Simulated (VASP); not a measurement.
```
GaN
1.0
    0.00000     2.04013     2.04013
    2.04013     0.00000     2.04013
    2.04013     2.04013     0.00000
Ga N
1 1
Direct
  0.00000   0.00000   0.00000
  0.50000   0.50000   0.50000
```

The numbers are results of PBEsol GGA, VASP's PBE PAW potentials (set 64) (plane waves; VASP 6.6.1), not measurements. Run with 620 eV cut-off, 11×11×11 Γ-centred mesh, Gaussian smearing of 0.050 eV, potentials Ga_d N.

Q: What does the run give for the energy per atom (σ→0), pressure?

A: 
```yaml
energy per atom (σ→0): -6.052 eV/atom
pressure: 29.81 GPa
```

Only differences to runs with the same potentials and settings are physical.

The structure was generated: GaN was put into the rock salt type (Fm-3m), which need not be its known phase. It was relaxed first under an external pressure of 30 GPa.
